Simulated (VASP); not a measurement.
Method: r2SCAN+rVV10, VASP's PBE PAW potentials (set 64) (plane waves; VASP).

VASP ran on this input.

POSCAR:
```
BN
2.5443320
  0.4999999913  -0.8660254747   0.0000000000
  0.4999999913   0.8660254747   0.0000000000
  0.0000000000   0.0000000000   1.6541530089
B N
2 2
Cartesian
  0.4999999913  -0.2886757356   0.8274766750
  0.4999999913   0.2886757356   0.0004001705
  0.4999999913  -0.2886757356   1.4469837123
  0.4999999913   0.2886757356   0.6199072078
```

**KPOINTS_OPT**
```
k-points along high-symmetry lines
6
Line-mode
Reciprocal
  0.000000   0.000000   0.000000 ! GAMMA
 -0.000000   0.500000   0.000000 ! M

 -0.000000   0.500000   0.000000 ! M
 -0.333333   0.666667   0.000000 ! K

 -0.333333   0.666667   0.000000 ! K
  0.000000   0.000000   0.000000 ! GAMMA

  0.000000   0.000000   0.000000 ! GAMMA
  0.000000   0.000000   0.500000 ! A

  0.000000   0.000000   0.500000 ! A
 -0.000000   0.500000   0.500000 ! L

 -0.000000   0.500000   0.500000 ! L
 -0.333333   0.666667   0.500000 ! H

 -0.333333   0.666667   0.500000 ! H
  0.000000   0.000000   0.500000 ! A

 -0.000000   0.500000   0.500000 ! L
 -0.000000   0.500000   0.000000 ! M

 -0.333333   0.666667   0.500000 ! H
 -0.333333   0.666667   0.000000 ! K
```

**INCAR**
```
SYSTEM = BN
PREC = Accurate
ENCUT = 520
EDIFF = 1E-7
NELM = 100
ALGO = Normal
LREAL = .FALSE.
LASPH = .TRUE.
ISMEAR = -5
METAGGA = R2SCAN
LUSE_VDW = .TRUE.
BPARAM = 11.95
CPARAM = 0.0093
LMIXTAU = .TRUE.
LWAVE = .FALSE.
LCHARG = .FALSE.
LORBIT = 11
NEDOS = 601
ISIF = 2
LEFG = .TRUE.
```

KPOINTS:
```
K-points
0
Gamma
 11 11 6
```

POTCAR, in this order: B N (PBE.64 set). Program: vasp_std.

The resulting files:

### OUTCAR
```
 ion  position               nearest neighbor table
   1  0.667  0.333  0.500-   4 1.56   4 1.56   4 1.56   3 1.58
   2  0.333  0.667  0.000-   3 1.56   3 1.56   3 1.56   4 1.58
   3  0.667  0.333  0.875-   2 1.56   2 1.56   2 1.56   1 1.58
   4  0.333  0.667  0.375-   1 1.56   1 1.56   1 1.56   2 1.58
  LATTYP: Found a hexagonal cell.
 ALAT       =     2.5443321453
 C/A-ratio  =     1.6541529145
 Subroutine PRICEL returns:
 Original cell was already a primitive cell.
 Subroutine GETGRP returns: Found 12 space group operations
The static configuration has the point symmetry C_3v.
 The point group associated with its full space group is C_6v.
The dynamic configuration has the point symmetry C_3v.
 Subroutine INISYM returns: Found 12 space group operations
 Subroutine IBZKPT returns following result:
 Found     64 irreducible k-points:

 Following reciprocal coordinates:
            Coordinates               Weight
  0.000000  0.000000  0.000000      1.000000
  0.090909 -0.000000  0.000000      6.000000
  0.181818 -0.000000  0.000000      6.000000
  0.272727  0.000000  0.000000      6.000000
  0.363636  0.000000  0.000000      6.000000
  0.454545 -0.000000  0.000000      6.000000
  0.090909  0.090909  0.000000      6.000000
  0.181818  0.090909  0.000000     12.000000
  0.272727  0.090909  0.000000     12.000000
  0.363636  0.090909  0.000000     12.000000
  0.454545  0.090909  0.000000      6.000000
  0.181818  0.181818  0.000000      6.000000
  0.272727  0.181818  0.000000     12.000000
  0.363636  0.181818  0.000000     12.000000
  0.272727  0.272727  0.000000      6.000000
  0.363636  0.272727  0.000000      6.000000
  0.000000  0.000000  0.166667      2.000000
  0.090909 -0.000000  0.166667     12.000000
  0.181818 -0.000000  0.166667     12.000000
  0.272727  0.000000  0.166667     12.000000
...
```

### OSZICAR
```
       N       E                     dE             d eps       ncg     rms          rms(c)
DAV:   1     0.451720688213E+02    0.45172E+02   -0.90781E+03  1536   0.134E+03
DAV:   2    -0.420111708937E+02   -0.87183E+02   -0.82701E+02  2188   0.283E+02
DAV:   3    -0.445618307827E+02   -0.25507E+01   -0.25423E+01  2040   0.486E+01
DAV:   4    -0.445759822720E+02   -0.14151E-01   -0.14143E-01  1860   0.371E+00
DAV:   5    -0.445761461324E+02   -0.16386E-03   -0.16381E-03  1996   0.371E-01    0.933E+00
DAV:   6    -0.379848954067E+02    0.65913E+01   -0.32675E+00  1936   0.154E+01    0.534E+00
DAV:   7    -0.379887755821E+02   -0.38802E-02   -0.73678E-01  1748   0.941E+00    0.249E+00
DAV:   8    -0.392974412777E+02   -0.13087E+01   -0.93469E-01  1656   0.959E+00    0.160E+00
DAV:   9    -0.378401968912E+02    0.14572E+01   -0.42971E-01  1580   0.770E+00    0.330E-01
DAV:  10    -0.380603283693E+02   -0.22013E+00   -0.77358E-02  1636   0.317E+00    0.139E-01
DAV:  11    -0.380628425480E+02   -0.25142E-02   -0.49778E-03  1844   0.913E-01    0.156E-01
DAV:  12    -0.380614992027E+02    0.13433E-02   -0.33040E-03  1756   0.579E-01    0.102E-01
DAV:  13    -0.380664126807E+02   -0.49135E-02   -0.14959E-03  1580   0.451E-01    0.479E-02
DAV:  14    -0.380666974540E+02   -0.28477E-03   -0.14897E-04  1888   0.135E-01    0.561E-03
DAV:  15    -0.380666812068E+02    0.16247E-04   -0.61562E-06  1896   0.315E-02    0.540E-03
DAV:  16    -0.380666895251E+02   -0.83182E-05   -0.18338E-07  1404   0.558E-03    0.458E-03
DAV:  17    -0.380666763467E+02    0.13178E-04   -0.20256E-06  1740   0.138E-02    0.333E-03
DAV:  18    -0.380666801679E+02   -0.38212E-05   -0.24818E-07  1516   0.523E-03    0.135E-03
DAV:  19    -0.380666796092E+02    0.55878E-06   -0.24981E-08   900   0.191E-03    0.253E-04
DAV:  20    -0.380666802822E+02   -0.67303E-06   -0.13946E-08   880   0.106E-03    0.149E-04
DAV:  21    -0.380666802500E+02    0.32236E-07   -0.26169E-09   836   0.615E-04
   1 F= -.38066680E+02 E0= -.38066680E+02  d E =0.000000E+00
       N       E                     dE             ncg
```

### OUTCAR
```
------------------------ aborting loop because EDIFF is reached ----------------------------------------
  FORCE on cell =-STRESS in cart. coord.  units (eV):
  Direction    XX          YY          ZZ          XY          YZ          ZX
  --------------------------------------------------------------------------------------
  Total        0.0006295      0.0006295      0.0035707      0.0000000     -0.0000000      0.0000000
  in kB        0.0427421      0.0427422      0.2424545      0.0000000     -0.0000000      0.0000000
  external PRESSURE =       0.1093129 kB  Pullay stress =       0.0000000 kB
  volume of cell :       23.60
      direct lattice vectors                 reciprocal lattice vectors
     1.272165978 -2.203456328  0.000000000     0.393030476 -0.226916229  0.000000000
     1.272165978  2.203456328  0.000000000     0.393030476  0.226916229  0.000000000
     0.000000000  0.000000000  4.208714433     0.000000000  0.000000000  0.237602245
  FREE ENERGIE OF THE ION-ELECTRON SYSTEM (eV)
  ---------------------------------------------------
  free  energy   TOTEN  =       -38.0666802500 eV

  energy  without entropy=      -38.0666802500  energy(sigma->0) =      -38.06668025

 total charge

# of ion       s       p       d       tot
------------------------------------------
    1        0.680   1.337   0.000   2.017
    2        0.680   1.337   0.000   2.017
    3        1.229   2.789   0.000   4.018
    4        1.229   2.789   0.000   4.018
--------------------------------------------------
tot          3.819   8.251   0.000  12.070

 Electric field gradients after diagonalization (V/A^2)
 (convention: |V_zz| > |V_xx| > |V_yy|)
----------------------------------------------------------------------
 ion       V_xx      V_yy      V_zz     asymmetry (V_yy - V_xx)/ V_zz
----------------------------------------------------------------------
   1      -0.485    -0.485     0.971       0.000
   2      -0.486    -0.485     0.971       0.000
   3      -2.372    -2.370     4.742       0.000
   4      -2.372    -2.370     4.742       0.000
```
(Selected blocks of OUTCAR.)

The compound is BN in the wurtzite structure, a metastable high-pressure form. It was relaxed first.
